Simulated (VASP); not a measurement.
A run of VASP 6.6.1 is set up as follows.

Contents of INCAR:

```
SYSTEM = BePt
  PREC = Accurate
  ENCUT = 520
  EDIFF = 1E-6
  ISMEAR = 0
  SIGMA = 0.1
  LREAL = .False.
  LASPH = .True.
  NELM = 60
  ALGO = Normal
  ISIF = 2
  LWAVE = .False.
  LCHARG = .False.
  GGA = PE
  NBANDS = 13
```

Contents of KPOINTS:

```
Automatic mesh
0
Gamma
  20 20 20
  0 0 0
```

POSCAR

```
BePt
1.0
    0.0000000000      2.3324006947      2.3324006947
    2.3324006947      0.0000000000      2.3324006947
    2.3324006947      2.3324006947      0.0000000000
Be Pt
1 1
Direct
    0.0000000000      0.0000000000      0.0000000000
    0.5000000000      0.5000000000      0.5000000000
```

Potentials or basis: VASP PAW PBE potentials, release 64 (Be, Pt).

Run with:

```console
$ cat potpaw_PBE.64/Be/POTCAR potpaw_PBE.64/Pt/POTCAR > POTCAR
$ mpirun -np 1 vasp_std > vasp.out
```

(1) Predict the band gap on the k mesh.

(2) Estimate the pressure.

Answers

(1) none (metal or under the smearing width).

(2) 0.0 GPa.
